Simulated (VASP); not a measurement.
Input:

```
CELL_PARAMETERS angstrom
      4.26877     2.12997     2.12997
      2.12997     4.26877     2.12997
      2.12997     2.12997     4.26877
ATOMIC_POSITIONS crystal
  Ni 0.00000 0.00000 0.00000
  Ni 0.50000 0.50000 0.50000
  O  0.25000 0.25000 0.25000
  O  0.75000 0.75000 0.75000
```
Starting moments (μB, in the order of the record's atoms Ni Ni O O): 1.4 -1.4 0.0 0.0.

The numbers are results of PBE GGA, VASP's PBE PAW potentials (set 64) (plane waves; VASP), not measurements. Numerical set-up: 520 eV cut-off, 9×9×9 Γ-centred mesh, Gaussian smearing of 0.050 eV, potentials Ni O.

Task: Predict the cell moment, energy per atom (σ→0), pressure.

Result: 
The cell moment comes out as 0.00 μB and the energy per atom (σ→0) is -5.855 eV/atom. The pressure is -9.91 GPa.

Task: Give the moment on each site (PAW-sphere projection).

Result: 
| site | moment (μB) |
|---|---|
| Ni1 | 1.38 |
| Ni2 | -1.38 |
| O3 | 0.00 |
| O4 | 0.00 |

Only differences to runs with the same potentials and settings are physical.

The compound is NiO in the rock salt, AFM-II order structure. This cell is one point of a volume scan, at 1.06 of the reference volume.
